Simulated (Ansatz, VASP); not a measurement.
# Cross-check of B13C2 (B13C2 (R-3m)) between VASP and Ansatz, part 2 of 2

Aim: how closely do two programs agree when they are given the same cell, functional and k mesh? The cell is taken from a series of runs on this material, whose earlier steps may have relaxed, scaled, displaced or heated it; both programs get it as it stands.

VASP 6.6.1 and Ansatz 0.2.0.

So far: The starting structure; Ansatz: relaxation of cell and atoms, r2SCAN.

## 3. VASP: relaxation of cell and atoms, r2SCAN

Level of this step: r2SCAN; plane waves and PAW (B, C) (VASP).

The same cell, functional, mesh and smearing now go to VASP, with its own data sets.

Lines of VASP's logs that name or quote its potential files are left out, and so is its time.

Input file INCAR:

```
SYSTEM = B13C2
PREC = Accurate
ENCUT = 660
EDIFF = 1E-07
NELM = 120
ISMEAR = -1
SIGMA = 0.05
LREAL = .FALSE.
ALGO = Normal
METAGGA = R2SCAN
LASPH = .TRUE.
NBANDS = 38
LORBIT = 11
LWAVE = .FALSE.
LCHARG = .FALSE.
ISIF = 3
IBRION = 2
NSW = 80
EDIFFG = -0.005
GGA_COMPAT = .FALSE.
NELMIN = 4
LMIXTAU = .TRUE.
KPAR = 4
```

Input file POSCAR:

```
B13C2
1.0
    2.8243560000      1.6306430000      4.0291620000
   -2.8243560000      1.6306430000      4.0291620000
    0.0000000000     -3.2612850000      4.0291620000
B C
13 2
Direct
    0.4999998102      0.4999998102      0.5000000000
    0.8033926837      0.3185894886      0.8033928735
    0.8033926837      0.8033926837      0.3185896784
    0.3185894886      0.8033926837      0.8033928735
    0.6814101317      0.1966069367      0.1966071265
    0.1966069367      0.6814101317      0.1966071265
    0.1966069367      0.1966069367      0.6814103216
    0.0078721674      0.3239229969      0.0078723572
    0.0078721674      0.0078721674      0.3239231867
    0.3239229969      0.0078721674      0.0078723572
    0.6760766235      0.9921274530      0.9921276428
    0.9921274530      0.6760766235      0.9921276428
    0.9921274530      0.9921274530      0.6760768133
    0.6188113645      0.6188113645      0.6188115544
    0.3811882558      0.3811882558      0.3811884456
```

Input file KPOINTS:

```
Automatic mesh
0
Gamma
9 9 9
0 0 0
```

Potentials, in the order of the species: B and C (PBE family, release 64).

Started as:

```bash
> mpirun -np 4 vasp_std
```

Numbers of over 12 decimals in the logs are rounded to 6 here.

Output:

```text
[banner, memory and clock lines left out]
running    4 mpi-ranks, on    1 nodes
 distrk:  each k-point on    1 cores,    4 groups
 distr:  one band on    1 cores,    1 groups

 POSCAR found type information on POSCAR B C
 POSCAR found :  2 types and      15 ions
|                                                                             |
|               ----> ADVICE to this user running VASP <----                  |
|                                                                             |
|     You enforced a specific xc type in the INCAR file but a different       |
|     [... a line on the potential file left out ...]
|     I HOPE YOU KNOW WHAT YOU ARE DOING!                                     |
|                                                                             |

 LDA part: xc-table for (None), standard interpolation
 POSCAR, INCAR and KPOINTS ok, starting setup
 FFT: planning ... GRIDC
 FFT: planning ... GRID_SOFT
 FFT: planning ... GRID
 WAVECAR not read
 entering main loop
       N       E                     dE             d eps       ncg     rms          rms(c)
DAV:   1     0.130044426857E+03    0.13004E+03   -0.25581E+04  6460   0.140E+03
DAV:   2    -0.119065458645E+03   -0.24911E+03   -0.23256E+03  8276   0.264E+02
DAV:   4    -0.130132035605E+03   -0.13139E+00   -0.13111E+00  8248   0.554E+00
DAV:   5    -0.130134051236E+03   -0.20156E-02   -0.20149E-02  8076   0.677E-01    0.139E+01
DAV:   6    -0.117539242973E+03    0.12595E+02   -0.72881E+00  7388   0.125E+01    0.815E+00
DAV:   7    -0.115802689195E+03    0.17366E+01   -0.19236E+00  7790   0.701E+00    0.289E+00
DAV:   8    -0.117748793158E+03   -0.19461E+01   -0.21029E+00  7468   0.735E+00    0.180E+00
DAV:   9    -0.116574583700E+03    0.11742E+01   -0.46948E-01  7126   0.405E+00    0.881E-01
DAV:  10    -0.116762301796E+03   -0.18772E+00   -0.90982E-02  7454   0.193E+00    0.614E-01
DAV:  11    -0.116745871997E+03    0.16430E-01   -0.77047E-02  7156   0.178E+00    0.164E-01
DAV:  12    -0.116825701552E+03   -0.79830E-01   -0.23963E-02  7216   0.102E+00    0.106E-01
DAV:  13    -0.116826864625E+03   -0.11631E-02   -0.17128E-03  8278   0.225E-01    0.996E-02
DAV:  14    -0.116827528737E+03   -0.66411E-03   -0.45719E-04  8052   0.127E-01    0.150E-02
DAV:  15    -0.116827541116E+03   -0.12379E-04   -0.76898E-05  7488   0.561E-02    0.142E-02
DAV:  16    -0.116827557754E+03   -0.16639E-04   -0.23110E-05  7450   0.365E-02    0.688E-03
DAV:  17    -0.116827557126E+03    0.62793E-06   -0.17077E-05  7614   0.266E-02    0.259E-03
DAV:  18    -0.116827567884E+03   -0.10757E-04   -0.98090E-06  7348   0.226E-02    0.331E-03
DAV:  19    -0.116827567987E+03   -0.10341E-06   -0.11856E-06  7978   0.644E-03    0.985E-04
DAV:  20    -0.116827568470E+03   -0.48313E-06   -0.39541E-07  7406   0.460E-03    0.514E-04
DAV:  21    -0.116827568509E+03   -0.39098E-07   -0.13928E-07  5138   0.248E-03
   1 F= -.11682757E+03 E0= -.11681413E+03  d E =-.116828E+03
 curvature:   0.00 expect dE= 0.000E+00 dE for cont linesearch  0.000E+00
 trial: gam= 0.00000 g(F)=  0.152E-03 g(S)=  0.251E-04 ort = 0.000E+00 (trialstep = 0.100E+01)
 search vector abs. value=  0.177E-03
 bond charge predicted
       N       E                     dE             d eps       ncg     rms          rms(c)
DAV:   1    -0.116827583555E+03   -0.15085E-04   -0.11733E-02  6754   0.542E-01    0.373E-02
DAV:   2    -0.116827573557E+03    0.99984E-05   -0.28681E-04  8320   0.917E-02    0.213E-02
DAV:   3    -0.116827563087E+03    0.10469E-04   -0.42096E-05  7644   0.351E-02    0.663E-03
DAV:   4    -0.116827564202E+03   -0.11147E-05   -0.19086E-05  7444   0.245E-02    0.520E-03
DAV:   5    -0.116827569998E+03   -0.57956E-05   -0.29898E-06  7396   0.107E-02    0.207E-03
DAV:   6    -0.116827570358E+03   -0.36059E-06   -0.30528E-07  8146   0.323E-03    0.536E-04
DAV:   7    -0.116827570433E+03   -0.74625E-07   -0.62231E-08  4670   0.175E-03
   2 F= -.11682757E+03 E0= -.11681419E+03  d E =-.192346E-05
 trial-energy change:   -0.000002  1 .order    0.000002   -0.000177    0.000181
 step:   0.5111(harm=  0.4938)  dis= 0.00059  next Energy=  -116.827614 (dE=-0.458E-04)
 bond charge predicted
       N       E                     dE             d eps       ncg     rms          rms(c)
DAV:   1    -0.116827620711E+03   -0.50352E-04   -0.28072E-03  6706   0.265E-01    0.183E-02
DAV:   2    -0.116827616792E+03    0.39183E-05   -0.69019E-05  8320   0.450E-02    0.104E-02
DAV:   3    -0.116827613313E+03    0.34793E-05   -0.10077E-05  7590   0.171E-02    0.327E-03
DAV:   4    -0.116827613351E+03   -0.38232E-07   -0.44898E-06  7416   0.119E-02    0.258E-03
DAV:   5    -0.116827614553E+03   -0.12017E-05   -0.69924E-07  7354   0.517E-03    0.102E-03
DAV:   6    -0.116827614444E+03    0.10941E-06   -0.66156E-08  4788   0.156E-03    0.220E-04
DAV:   7    -0.116827614465E+03   -0.21126E-07   -0.16483E-08  4340   0.846E-04
   3 F= -.11682761E+03 E0= -.11681420E+03  d E =-.459552E-04
 curvature:  -0.25 expect dE=-0.693E-05 dE for cont linesearch -0.548E-07
 trial: gam= 0.19422 g(F)=  0.137E-04 g(S)=  0.144E-04 ort =-0.627E-05 (trialstep = 0.902E+00)
 search vector abs. value=  0.323E-04
 reached required accuracy - stopping structural energy minimisation
```

From OUTCAR (step 3):

```text
ion  position               nearest neighbor table
   1  0.500  0.500  0.500-  14 1.44  15 1.44
   2  0.803  0.319  0.803-  14 1.61   5 1.78   7 1.78   8 1.79  13 1.81  11 1.81
   3  0.803  0.803  0.319-  14 1.61   6 1.78   5 1.78   9 1.79  12 1.81  11 1.81
   4  0.319  0.803  0.803-  14 1.61   6 1.78   7 1.78  10 1.79  13 1.81  12 1.81
   5  0.681  0.197  0.197-  15 1.61   2 1.78   3 1.78  11 1.79   9 1.81   8 1.81
   6  0.197  0.681  0.197-  15 1.61   4 1.78   3 1.78  12 1.79   9 1.81  10 1.81
   7  0.197  0.197  0.681-  15 1.61   4 1.78   2 1.78  13 1.79   8 1.81  10 1.81
   8  0.008  0.324  0.008-  12 1.76   9 1.79  10 1.79   2 1.79   7 1.81   5 1.81
   9  0.008  0.008  0.324-  13 1.76  10 1.79   8 1.79   3 1.79   6 1.81   5 1.81
  10  0.324  0.008  0.008-  11 1.76   9 1.79   8 1.79   4 1.79   7 1.81   6 1.81
  11  0.676  0.992  0.992-  10 1.76  13 1.79  12 1.79   5 1.79   3 1.81   2 1.81
  12  0.992  0.676  0.992-   8 1.76  13 1.79  11 1.79   6 1.79   3 1.81   4 1.81
  13  0.992  0.992  0.676-   9 1.76  11 1.79  12 1.79   7 1.79   2 1.81   4 1.81
  14  0.619  0.619  0.619-   1 1.44   2 1.61   4 1.61   3 1.61
  15  0.381  0.381  0.381-   1 1.44   5 1.61   6 1.61   7 1.61

  LATTYP: Found a trigonal (rhomboedric) cell.
 ALAT       =     5.1836402531
 COS(alpha) =     0.4062561535

 Subroutine GETGRP returns: Found 12 space group operations
 (whereof 12 operations were pure point group operations)

The static configuration has the point symmetry D_3d.

 Found     85 irreducible k-points:

   k-points           NKPTS =     85   k-points in BZ     NKDIM =     85   number of bands    NBANDS=     38

   dimension x,y,z NGX =    48 NGY =   48 NGZ =   48
   dimension x,y,z NGXF=    96 NGYF=   96 NGZF=   96

   ENCUT  =  660.0 eV  48.51 Ry    6.96 a.u.  10.86 10.86 10.86*2*pi/ulx,y,z

   NELECT =      47.0000    total number of electrons

 k-points in reciprocal lattice and weights: Automatic mesh
   0.00000000  0.00000000  0.00000000       0.001
   0.11111111  0.00000000  0.00000000       0.008
   0.22222222  0.00000000  0.00000000       0.008
   0.33333333 -0.00000000  0.00000000       0.008
   0.44444444  0.00000000  0.00000000       0.008
   0.11111111  0.11111111  0.00000000       0.008
   0.22222222  0.11111111  0.00000000       0.016
   0.33333333  0.11111111 -0.00000000       0.016
   0.44444444  0.11111111  0.00000000       0.016
[...]
0.44444444  0.44444444  0.44444444       0.003
  -0.44444444  0.44444444  0.44444444       0.008

 average (electrostatic) potential at core
       1 -29.1816       2 -27.8605       3 -27.8605       4 -27.8605       5 -27.8605
       6 -27.8605       7 -27.8605       8 -27.5399       9 -27.5400      10 -27.5399
      11 -27.5400      12 -27.5400      13 -27.5400      14 -49.9612      15 -49.9612

 E-fermi :   4.4486

 k-point     1 :       0.0000    0.0000    0.0000
  band No.  band energies     occupation
    ...
     18       2.6397      2.00000
     19       3.1695      2.00000
     20       3.2481      2.00000
     21       3.8573      1.99999
     22       3.8573      1.99999
     23       4.7865      0.00232
     24       4.7865      0.00232
     25      10.5395      0.00000
     26      10.5395      0.00000
     27      10.7239      0.00000
    ...

 k-point     2 :       0.1111    0.0000    0.0000
  band No.  band energies     occupation
    ...
     18       2.8307      2.00000
     19       2.9380      2.00000
     20       3.2395      2.00000
     21       3.6810      2.00000
     22       3.9516      1.99990
     23       4.6185      0.06480
     24       4.7982      0.00184
     25      10.0932      0.00000
     26      10.4159      0.00000
     27      10.6390      0.00000
    ...

 k-point     3 :       0.2222    0.0000    0.0000
  band No.  band energies     occupation
    ...
     19       2.6677      2.00000
     20       3.2029      2.00000
     21       3.5045      2.00000
     22       3.9056      1.99996
     23       4.1682      1.99270
     24       4.8277      0.00102
     25       9.3470      0.00000
     26      10.0474      0.00000
     27      10.3538      0.00000
     28      11.5263      0.00000
    ...

  Total       -0.0111910     -0.0111910      0.0651213      0.0000000      0.0000000      0.0000000
  in kB       -0.1610807     -0.1610807      0.9373418      0.0000000      0.0000001      0.0000000
  external PRESSURE =       0.2050601 kB  Pullay stress =       0.0000000 kB

  energy-cutoff  :      660.00
  volume of cell :      111.31
      direct lattice vectors                 reciprocal lattice vectors
     2.824099927  1.630495156  4.028886530     0.177047560  0.102218458  0.082735837
    -2.824099927  1.630495156  4.028886530    -0.177047560  0.102218458  0.082735837
     0.000000000 -3.260989313  4.028886530     0.000000000 -0.204436916  0.082735862

 POSITION                                       TOTAL-FORCE (eV/Angst)
 -----------------------------------------------------------------------------------
      0.00000     -0.00000      6.04333        -0.000000      0.000000     -0.000000
      1.36938     -0.79061      7.75714        -0.002305      0.001331     -0.003546
      0.00000      1.58123      7.75714        -0.000000     -0.002662     -0.003546
     -1.36938     -0.79061      7.75714         0.002305      0.001331     -0.003546
      1.36938      0.79061      4.32952        -0.002305     -0.001331      0.003546
     -1.36938      0.79061      4.32952         0.002305     -0.001331      0.003546
      0.00000     -1.58123      4.32952        -0.000000      0.002662      0.003546
     -0.89250      0.51529      1.36814         0.000501     -0.000289     -0.004541
      0.00000     -1.03057      1.36814        -0.000000      0.000579     -0.004541
      0.89250      0.51529      1.36814        -0.000501     -0.000289     -0.004541
     -0.89250     -0.51529     10.71851         0.000501      0.000289      0.004541
      0.89250     -0.51529     10.71851        -0.000501      0.000289      0.004541
      0.00000      1.03057     10.71851        -0.000000     -0.000579      0.004541
      0.00000     -0.00000      7.47878        -0.000000      0.000000      0.004445
      0.00000     -0.00000      4.60788        -0.000000     -0.000000     -0.004445
 -----------------------------------------------------------------------------------
    total drift:                                0.000000      0.001024      0.002538

  FREE ENERGIE OF THE ION-ELECTRON SYSTEM (eV)
  ---------------------------------------------------
  free  energy   TOTEN  =      -116.8276144647 eV

  energy  without entropy=     -116.8007950553  energy(sigma->0) =     -116.81420476

 reached required accuracy - stopping structural energy minimisation

 total charge
# of ion       s       p       d       tot
------------------------------------------
    1        0.860   1.162   0.000   2.023
    2        0.696   1.350   0.000   2.045
    3        0.696   1.350   0.000   2.045
    4        0.696   1.350   0.000   2.045
    5        0.696   1.350   0.000   2.045
    6        0.696   1.350   0.000   2.045
    7        0.696   1.350   0.000   2.045
    8        0.703   1.316   0.000   2.019
    9        0.703   1.316   0.000   2.019
   10        0.703   1.316   0.000   2.019
   11        0.703   1.316   0.000   2.019
   12        0.703   1.316   0.000   2.019
   13        0.703   1.316   0.000   2.019
   14        0.859   1.821   0.000   2.681
   15        0.859   1.821   0.000   2.681
--------------------------------------------------
tot         10.970  20.798   0.000  31.768

[... 3 further parts left out ...]
```

CONTCAR:

```
B13C2
   1.00000000000000
     2.8240999274199194    1.6304951563821666    4.0288865297236818
    -2.8240999274199194    1.6304951563821666    4.0288865297236818
     0.0000000000000000   -3.2609893129233685    4.0288865297513512
  B               C
    13     2
Direct
     0.4999998102000021    0.4999998102000021    0.5000000000000000
     0.8034239706125895    0.3185314324909461    0.8034241604125949
     0.8034239706125894    0.8034239706125894    0.3185316222909505
     0.3185314324909461    0.8034239706125895    0.8034241604125949
     0.6814681878090493    0.1965756497874076    0.1965758395874052
     0.1965756497874076    0.6814681878090493    0.1965758395874052
     0.1965756497874077    0.1965756497874077    0.6814683777090496
     0.0078508897800588    0.3238814135721433    0.0078510795800553
     0.0078508897800587    0.0078508897800587    0.3238816033721397
     0.3238814135721433    0.0078508897800588    0.0078510795800553
     0.6761182068278608    0.9921487306199454    0.9921489204199446
     0.9921487306199454    0.6761182068278608    0.9921489204199446
     0.9921487306199454    0.9921487306199454    0.6761183966278604
     0.6187629004684644    0.6187629004684644    0.6187630903684616
     0.3812367198315308    0.3812367198315308    0.3812369096315384
```

This run has no spin polarisation. Its electron count is odd, so without a moment it is a metal by construction. The run keeps the 12 symmetry operations of its start, so it cannot find a distortion of lower symmetry.

## 4. Differences

Known differences besides the potentials themselves: VASP keeps PBE cores, Ansatz makes them for the functional; the cutoff is 500 eV in Ansatz and 660 eV in VASP; Ansatz adds a Pulay correction to the stress that steers its cell, VASP none. Total energies have different zeros and are not compared.

Compared:

| quantity | Ansatz | VASP | difference |
| --- | --- | --- | --- |
| volume (Å³) | 111.24 | 111.31 | -0.06 % |
| edge a after relaxation, in the typed setting (Å) | 5.183 | 5.183 | +0.00 % |

## 5. Summary of results

```yaml
difference_in_volume_relaxation_of_cell_and_atoms_r2scan: -0.059 %
```

**Reading.** The difference in volume is -0.059 % (relaxation of cell and atoms, r2SCAN), within the 1.2 % picked in this series as the mark of a large difference, as far as the stopping tolerances let one tell. How closely two codes agree says nothing of how well the functional describes the real material.

[Lines on the potential files, build, host, timing and source positions are cut from VASP's logs without a mark.]

[Logs are printed without paths, hosts, clocks, repeated set-up lines and the standing remarks that a program may print on its own settings, such as how far it seeks lower states.]

[Hosts, paths, dates, database ids (printed as entryN), source tags and the programs' standing remarks are cut or masked in the printed files.]
